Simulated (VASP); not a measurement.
Given:

```xyz
2
Lattice="0.0000 2.5940 2.5940 2.5940 0.0000 2.5940 2.5940 2.5940 0.0000" Properties=species:S:1:pos:R:3 pbc="T T T"
Ca     0.0000     0.0000     0.0000
O      1.2970     1.2970     1.2970
```

The numbers are results of PBEsol GGA, VASP's PBE PAW potentials (set 64) (plane waves; VASP), not measurements. Settings: 520 eV cut-off, 10×10×10 Γ-centred mesh, tetrahedra with Blöchl corrections, potentials Ca_sv O.

Problem. Estimate the energy per atom (σ→0).

Solution. 
The energy per atom (σ→0) comes out as -6.481 eV/atom.

The absolute energy has meaning only against runs of the same code, potentials and settings.

The structure was generated: CaO was put into the zinc blende type (F-43m), which need not be its known phase. It was relaxed first, which changed the volume by -20 %.
